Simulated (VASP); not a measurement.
Data:

```
CELL_PARAMETERS angstrom
      0.00000     2.60040     2.60040
      2.60040     0.00000     2.60040
      2.60040     2.60040     0.00000
ATOMIC_POSITIONS crystal
  Li 0.00000 0.00000 0.00000
  Br 0.50000 0.50000 0.50000
```

Method: LDA (Ceperley-Alder, Perdew-Zunger), VASP's LDA PAW potentials (set 64) (plane waves; VASP 6.6.1). Numerical set-up: 520 eV cut-off, 9×9×9 Γ-centred mesh, Gaussian smearing of 0.050 eV, potentials Li_sv Br.

Estimate the energy per atom (σ→0), pressure.

| Quantity | Result |
|---|---|
| energy per atom (σ→0) | -3.679 eV/atom |
| pressure | 24.1 kbar |

The absolute energy has meaning only against runs of the same code, potentials and settings.

The compound is LiBr in the rock salt structure. This cell is one point of a volume scan, at 0.94 of the reference volume.
